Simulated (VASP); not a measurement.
**SiGe (relaxed from the WC structure, space group P-6m2): computed properties**

Computed with r2SCAN meta-GGA, VASP's PBE PAW potentials (set 64) (plane waves; VASP).

```json
{
 "space_group": "P-6m2 (187)",
 "cell": "a = 3.647 Å, b = 3.647 Å, c = 3.130 Å, α = 90.00°, β = 90.00°, γ = 120.00°",
 "volume_per_atom": "18.03 Å^3/atom",
 "band gap (over mesh and band path)": "none (metal, semimetal or under 0.01 eV)",
 "density": "4.64 g/cm³"
}
```

```cif
data_GeSi
_chemical_formula_sum 'Ge1 Si1'
_space_group_name_H-M_alt 'P 1'
_space_group_IT_number 1
_cell_length_a 3.64731
_cell_length_b 3.64731
_cell_length_c 3.12967
_cell_angle_alpha 90.000
_cell_angle_beta 90.000
_cell_angle_gamma 120.000
loop_
_space_group_symop_operation_xyz
  'x, y, z'
loop_
_atom_site_label
_atom_site_type_symbol
_atom_site_fract_x
_atom_site_fract_y
_atom_site_fract_z
_atom_site_occupancy
Ge1 Ge 0.00000 0.00000 0.00000 1
Si1 Si 0.66667 0.33333 0.50000 1
```

The structure was generated: SiGe was put into the WC type (P-6m2), which need not be its known phase. It was relaxed first, which changed the volume by +18 %. Symmetry was kept, so distortions that lower it aren't found.
